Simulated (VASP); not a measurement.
Here is the system:

```
CELL_PARAMETERS angstrom
     -1.60164     1.60164     1.60164
      1.60164    -1.60164     1.60164
      1.60164     1.60164    -1.60164
ATOMIC_POSITIONS crystal
  Nb 0.00000 0.00000 0.00000
```

These are PBEsol GGA, VASP's PBE PAW potentials (set 64) (plane waves; VASP) values and carry that method's errors. Run with 520 eV cut-off, 16×16×16 Γ-centred mesh, first-order Methfessel-Paxton smearing of 0.10 eV, potentials Nb_sv.

**Question.** Estimate the energy per atom (σ→0), pressure, band gap (on the k-mesh) with the smallest direct gap where there is one.

**Answer.** 
| Quantity | Result |
|---|---|
| band gap (on the k-mesh) | none (metal, semimetal or under 0.01 eV) |
| energy per atom (σ→0) | -10.915 eV/atom |
| pressure | 12.79 GPa |

Only differences to runs with the same potentials and settings are physical.

The compound is Nb in the bcc structure. This cell is one point of a volume scan, at 0.94 of the reference volume.
